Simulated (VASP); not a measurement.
Write the native input for VASP 6.6.1 that does the following.

```
Task                   : Born charges and dielectric tensor
Functional             : LDA
Potentials or basis    : VASP PAW LDA potentials, release 64 (Zn, Se)
Cutoff                 : 350 eV
k mesh                 : 6 × 6 × 6
Occupations            : gaussian, width 0.02 eV
Spin                   : no spin polarisation
Further INCAR settings : ALGO = Fast; EDIFF = 1e-08; IBRION = 8; NSW = 1
```

The structure of ZnSe lies in POSCAR:

```
ZnSe                                    
1.0
   -0.0000000000      2.7858927627      2.7858927627
    2.7858927627      0.0000000000      2.7858927627
    2.7858927627      2.7858927627      0.0000000000
  Zn              Se            
     1     1
Direct
     0.0000000000000000    0.0000000000000000    0.0000000000000000
     0.2500000000000000    0.2500000000000000    0.2500000000000000
```

These files were run (other wordings do the same):

INCAR

```
SYSTEM = ZnSe
PREC = Accurate
ENCUT = 350
EDIFF = 1E-8
ISMEAR = 0
SIGMA = 0.02
LREAL = .FALSE.
LASPH = .TRUE.
NELM = 60
ALGO = Fast
ISIF = 2
LWAVE = .FALSE.
LCHARG = .FALSE.
GGA = CA
LEPSILON = .TRUE.
IBRION = 8
NSW = 1
```

KPOINTS

```
Automatic mesh
0
G
  6 6 6
  0 0 0
```

Potentials or basis: VASP PAW LDA potentials, release 64 (Zn, Se).

The run is started by

```console
$ cat potpaw_LDA.64/Zn/POTCAR potpaw_LDA.64/Se/POTCAR > POTCAR
$ mpirun -np 1 vasp_std > vasp.out
```

Results of the run:

The band gap on the k mesh is 1.27 eV, direct and the electronic dielectric tensor (diagonal) is 9.48. The born charges (mean of the diagonal) is Zn +2.12; Se -2.12 e and the highest phonon frequency at Γ, LO-TO splitting left out is 220 cm⁻¹.

It took 76 s on 1 thread of Intel(R) Xeon(R) Platinum 8259CL CPU @ 2.50GHz (Skylake/Cascade Lake) (shared host), peak memory 0.16 GiB.
